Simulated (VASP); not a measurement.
The input files of a VASP run:

File POSCAR:
```
V
1
   -1.5150000000     1.5150000000     1.5150000000
    1.5150000000    -1.5150000000     1.5150000000
    1.5150000000     1.5150000000    -1.5150000000
V
1
Direct
  0.0000000000   0.0000000000   0.0000000000
```

KPOINTS:
```
Automatic mesh
0
Gamma
15 15 15
0 0 0
```

**INCAR**
```
ALGO  =  Normal
EDIFF  =  1E-6
EDIFFG  =  -0.01
ENCUT  =  520
GGA  =  PE
IBRION  =  2
ISIF  =  3
ISMEAR  =  1
IVDW  =  13
LASPH  =  .TRUE.
LCHARG  =  .FALSE.
LMAXMIX  =  4
LREAL  =  .FALSE.
LWAVE  =  .FALSE.
NELM  =  100
NSW  =  60
PREC  =  Accurate
SIGMA  =  0.1
SYSTEM  =  V
```

POTCAR, in this order: V_sv (PBE.64 set). Program: vasp_std.

Write an equivalent input for Ansatz.

One equivalent input (not run):
Ansatz 0.2 input:
```yaml
crystal:
  lattice:
    - [-1.5150000, 1.5150000, 1.5150000]
    - [1.5150000, -1.5150000, 1.5150000]
    - [1.5150000, 1.5150000, -1.5150000]
  atoms:
    - { symbol: V, position: [0.0000000, 0.0000000, 0.0000000] }
kpoints:
  mp_grid: { grid: [15, 15, 15] }
hamiltonian:
  xc: pbe
  dispersion: d4
  pseudopotentials: { kind: paw }
scf:
  occupations: { method: methfessel_paxton, width: 0.1 }
  max_iter: 100
relax:
  max_steps: 60
  f_tol: 0.01
  cell: {}
output: { forces: true, stress: true, eigenvalues: true }
```
What does not carry over: each code has its own PAW files, so the cut-off isn't converted (ENCUT is set for VASP's; basis.ecutwfc is left out, and Ansatz then takes the one that its files recommend); Ansatz stops its SCF on the density residual and VASP on the energy change (EDIFF).

The compound is V in the bcc structure. This run relaxes it. Symmetry was kept, so distortions that lower it aren't found.
